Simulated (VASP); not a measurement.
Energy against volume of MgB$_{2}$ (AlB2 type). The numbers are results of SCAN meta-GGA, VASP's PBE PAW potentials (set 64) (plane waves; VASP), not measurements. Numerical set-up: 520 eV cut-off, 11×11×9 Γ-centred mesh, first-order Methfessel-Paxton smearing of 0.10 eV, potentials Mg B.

Shape and ions are relaxed at each volume.

```csv
V (Å³/atom),E (eV/atom)
9.158,-6.79276
9.441,-6.79818
9.724,-6.79550
10.008,-6.78574
```

**Question.** Fit these four points and predict the energy of the run at 8.875 Å³/atom.

**Answer.** A cubic in V^(−2/3), the third-order Birch-Murnaghan form, passes through the four points with V0 = 9.48 Å³/atom and B0 = 150 GPa, and gives -6.7780 eV/atom there. The run gave -6.7786 eV/atom, -0.6 meV/atom from the fit; all five points give B0 = 148 GPa.

The compound is MgB2 in the AlB2 type structure. It was relaxed first.
